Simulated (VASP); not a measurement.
VASP ran on this input.

File KPOINTS:
```
Automatic
0
G
  4 4 3
```

### INCAR
```
# general
SYSTEM =V2N
PREC   =Accurate
ENCUT  =400
LREAL  =F
LASPH  =T

# electronic loop
EDIFF  =1E-6
NELM   =100
ALGO   =Normal
LMAXMIX=4

# smearing
ISMEAR =-1
SIGMA  =0.1

# functional
GGA    =PE

# spin
ISPIN  =2
MAGMOM =2*0.0 4*2.0

# ions
IBRION =2
NSW    =50
ISIF   =3
EDIFFG =-0.01

# output
LWAVE  =F
LCHARG =F
LORBIT =11
```

POSCAR:
```
V2N
1
    3.6659320000     0.0000000000     0.0000000000
   -1.8329660000     3.1747910000     0.0000000000
    0.0000000000     0.0000000000     4.4917740000
N V
2 4
Direct
  0.3333330000   0.6666670000   0.2500000000
  0.6666670000   0.3333330000   0.7500000000
  0.0000000000   0.0000000000   0.0000000000
  0.0000000000   0.0000000000   0.5000000000
  0.3333330000   0.6666670000   0.7500000000
  0.6666670000   0.3333330000   0.2500000000
```

POTCAR, in this order: N V_sv (PBE.64 set). Program: vasp_std.

Problem. Translate this PBE calculation to Quantum ESPRESSO's pw.x.

Solution. One equivalent input (not run):
```
&CONTROL
  calculation = 'vc-relax'
  pseudo_dir = './pseudo'
  outdir = './out'
  tprnfor = .true.
  tstress = .true.
  nstep = 50
  forc_conv_thr = 0.00039
/
&SYSTEM
  ibrav = 0
  nat = 6
  ntyp = 2
  ecutwfc = 84
  occupations = 'smearing'
  smearing = 'fermi-dirac'
  degauss = 0.00735
  input_dft = 'pbe'
  nspin = 2
  starting_magnetization(2) = 0.2
/
&ELECTRONS
  conv_thr = 7.3e-08
  electron_maxstep = 100
/
&IONS
/
&CELL
/
ATOMIC_SPECIES
  N 14.007 N.upf
  V 50.941 V.upf
CELL_PARAMETERS angstrom
     3.6659320    0.0000000    0.0000000
    -1.8329660    3.1747910    0.0000000
     0.0000000    0.0000000    4.4917740
ATOMIC_POSITIONS crystal
  N    0.3333330  0.6666670  0.2500000
  N    0.6666670  0.3333330  0.7500000
  V    0.0000000  0.0000000  0.0000000
  V    0.0000000  0.0000000  0.5000000
  V    0.3333330  0.6666670  0.7500000
  V    0.6666670  0.3333330  0.2500000
K_POINTS automatic
  4 4 3 0 0 0
```
What does not carry over: the potentials are each code's own (VASP's PAW set, PseudoDojo norm-conserving files in pw.x), so ENCUT and ecutwfc are chosen apart and not converted; conv_thr bounds pw.x's estimated SCF error, while EDIFF bounds the energy change between steps; starting_magnetization is a fraction of the valence charge and MAGMOM a moment in μB, so they match only roughly; forc_conv_thr acts on force components and is met together with etot_conv_thr.

The structure was generated: V2N was put into an ordered model structure, which need not be its known phase. This run relaxes it. Symmetry was kept, so distortions that lower it aren't found. The k-mesh is coarse (spacing up to 0.47 per Å, 2π included), so the numbers may not be converged in it. The run is one of a series of settings (EDIFFG = -0.01, IBRION = 2, ISIF = 3, NSW = 50 against the base run), some of them coarse on purpose.
